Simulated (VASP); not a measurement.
Energy against volume of CoGa (CsCl type). Method: PBE GGA with D3 dispersion (Becke-Johnson damping), VASP's PBE PAW potentials (set 64) (plane waves; VASP 6.6.1).

```json
[
 {"V (Å³/atom)": "10.890", "E (eV/atom)": "-5.64787"},
 {"V (Å³/atom)": "11.238", "E (eV/atom)": "-5.66941"},
 {"V (Å³/atom)": "11.585", "E (eV/atom)": "-5.67596"},
 {"V (Å³/atom)": "11.933", "E (eV/atom)": "-5.66989"},
 {"V (Å³/atom)": "12.280", "E (eV/atom)": "-5.65318"}
]
```

**Question.** Fit a third-order Birch-Murnaghan equation of state.

**Answer.** 
```yaml
volume_per_atom: 11.58 Å³/atom
bulk_modulus: 194 GPa
pressure_derivative_of_the_bulk_modulus: 4.73
lattice_constant_a: 2.851 Å
```

The compound is CoGa in the CsCl type structure. It was relaxed first. The run is not spin-polarised, so no magnetic state was tried.
